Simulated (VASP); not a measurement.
Consider the following.

```yaml
crystal:
  lattice:
    - [1.96966, -3.41156, 0.00000]
    - [1.96966, 3.41156, 0.00000]
    - [0.00000, 0.00000, 6.11784]
  atoms:
    - { symbol: La, position: [0.33333, 0.66667, 0.24554] }
    - { symbol: La, position: [0.66667, 0.33333, 0.75446] }
    - { symbol: O, position: [0.00000, 0.00000, 0.00000] }
    - { symbol: O, position: [0.33333, 0.66667, 0.64627] }
    - { symbol: O, position: [0.66667, 0.33333, 0.35373] }
```

All values below come from optB88-vdW, VASP's PBE PAW potentials (set 64) (plane waves; VASP). Run with 520 eV cut-off, Gaussian smearing of 0.050 eV, potentials La O.

Question: Give the energies of bands 12 to 23 at the high-symmetry points, in eV from the valence-band maximum.

Answer: 
```json
[
 {"band": "12", "Γ": "-2.32", "M": "-2.18", "K": "-1.57", "A": "-2.64", "L": "-2.93", "H": "-2.25"},
 {"band": "13", "Γ": "-2.32", "M": "-1.94", "K": "-1.57", "A": "-2.64", "L": "-2.08", "H": "-2.25"},
 {"band": "14", "Γ": "-2.12", "M": "-1.88", "K": "-1.57", "A": "-2.54", "L": "-1.47", "H": "-1.64"},
 {"band": "15", "Γ": "-2.12", "M": "-1.24", "K": "-1.25", "A": "-1.83", "L": "-1.15", "H": "-1.32"},
 {"band": "16", "Γ": "-2.02", "M": "-0.73", "K": "-1.25", "A": "-1.83", "L": "-0.97", "H": "-1.32"},
 {"band": "17", "Γ": "-1.62", "M": "-0.70", "K": "-0.79", "A": "-0.97", "L": "-0.93", "H": "-0.57"},
 {"band": "18", "Γ": "-0.38", "M": "-0.62", "K": "-0.79", "A": "-0.77", "L": "-0.68", "H": "-0.28"},
 {"band": "19", "Γ": "-0.38", "M": "-0.42", "K": "-0.76", "A": "-0.28", "L": "-0.36", "H": "-0.28"},
 {"band": "20", "Γ": "-0.10", "M": "-0.28", "K": "-0.11", "A": "-0.28", "L": "0.00", "H": "-0.21"},
 {"band": "21", "Γ": "4.24", "M": "3.86", "K": "3.85", "A": "4.59", "L": "4.37", "H": "4.22"},
 {"band": "22", "Γ": "4.58", "M": "4.63", "K": "4.70", "A": "4.67", "L": "4.56", "H": "4.79"},
 {"band": "23", "Γ": "4.58", "M": "5.07", "K": "4.70", "A": "4.67", "L": "4.97", "H": "4.85"}
]
```

The gap is indirect, 3.86 eV, from the valence maximum at L to the conduction minimum at K.

The compound is La2O3 in the a-type structure. It was relaxed first.
